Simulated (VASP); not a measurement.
Data:

```yaml
crystal:
  lattice:
    - [4.30550, 0.00000, 0.00000]
    - [0.00000, 4.30550, 0.00000]
    - [0.00000, 0.00000, 4.30550]
  atoms:
    - { symbol: Cs, position: [0.00000, 0.00000, 0.00000] }
    - { symbol: Br, position: [0.50000, 0.50000, 0.50000] }
```

Level of theory: PBE GGA with D3 dispersion (Becke-Johnson damping), VASP's PBE PAW potentials (set 64) (plane waves; VASP 6.6.1). Numerical set-up: 520 eV cut-off, Gaussian smearing of 0.050 eV, potentials Cs_sv Br.

Unless said otherwise, spin-orbit coupling is left out, though it shifts the bands of the heavy elements here.

Give the energies of bands 3 to 11 at the high-symmetry points, in eV from the valence-band maximum.

```tsv
band	Γ	X	M	R
3	-6.40	-6.77	-6.96	-6.79
4	-6.40	-6.29	-6.96	-6.79
5	-6.40	-6.29	-6.23	-6.79
6	-0.01	-1.30	-0.57	-1.15
7	-0.01	-0.21	-0.57	-1.15
8	-0.01	-0.21	0.00	-1.15
9	4.46	5.92	5.26	8.26
10	4.93	7.24	5.49	8.26
11	4.93	7.69	7.22	8.26
```

The gap is indirect, 4.46 eV, from the valence maximum at M to the conduction minimum at Γ.

Measured: gap 7.30 eV (computed value off by -2.84 eV), as given by Aguado et al., (1998), arXiv:cond-mat/9809176.

The compound is CsBr in the CsCl type structure. It was relaxed first.
